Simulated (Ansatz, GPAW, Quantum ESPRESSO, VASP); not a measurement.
## Tl₂Pd (C2/c, 6 atoms in the cell) computed with different codes at matched settings

Self-consistent single point.

```xyz
6
Lattice="4.4443 -3.3993 0.0000 4.4443 3.3993 0.0000 -3.7513 0.0000 4.4464" Properties=species:S:1:pos:R:3 pbc="T T T"
Tl     5.2961     1.1292     0.7401
Tl    -0.1588    -1.1292     3.7063
Tl     1.7168     1.1292     1.4831
Tl     3.4205    -1.1292     2.9632
Pd     3.5065     3.3938     1.1116
Pd     1.6308    -3.3938     3.3348
```

Shared settings, as Ansatz (an electronic-structure program) writes them: kpoints.mp_grid.grid = 5 5 5; scf.occupations.method = gaussian; scf.occupations.width = 0.01 Ry. Potentials and cutoffs stand in the table.

| code | model | pressure (GPa) | largest force (eV/Å) | cutoff |
|---|---|---|---|---|
| Quantum ESPRESSO | LDA (PW92), PseudoDojo standard norm-conserving (LDA) pseudopotentials | -4.76 | 0.112 | 85 Ry |
| GPAW | LDA (Perdew-Wang 92), GPAW PAW datasets LDA (gpaw-data 1.0.1) | -5.07 | 0.119 | 600 eV |
| Ansatz | LDA (PW92), PAW files made with PBE | -4.74 | 0.116 | default |
| VASP | LDA (PZ), VASP's LDA PAW potentials (set 64) | -5.06 | 0.110 | 300 eV |

On Ansatz's run: spin-orbit coupling is off. Spin polarisation is off.

The spread over the programs that give each value: pressure within 0.33 GPa; largest force within 0.009 eV/Å.

Ansatz's pressure is given at a fixed set of plane waves, as the other plane-wave codes print theirs. The same LDA comes in different parametrisations, which differ slightly.

On the base mesh (3 3 4) the same programs gave: Ansatz pressure -5.37 GPa; GPAW pressure -5.69 GPa; Quantum ESPRESSO pressure -5.40 GPa; VASP pressure -5.70 GPa.

The values differ from the base mesh's, so the mesh still matters here: the table compares the programs at equal settings.

VASP's run is marked for a possible Pulay error in its stress at this cutoff; no cutoff test was made.

The starting cell comes from a database of computed structures (which also holds hypothetical and non-ambient phases and stackings), without a prior relaxation at this level. Its lattice was rescaled by a random factor within 2.5 % of one.

Left out of this page: CP2K (on another mesh); SIESTA (not drawn, or without a comparable value).

Keys are those of Ansatz 0.2.
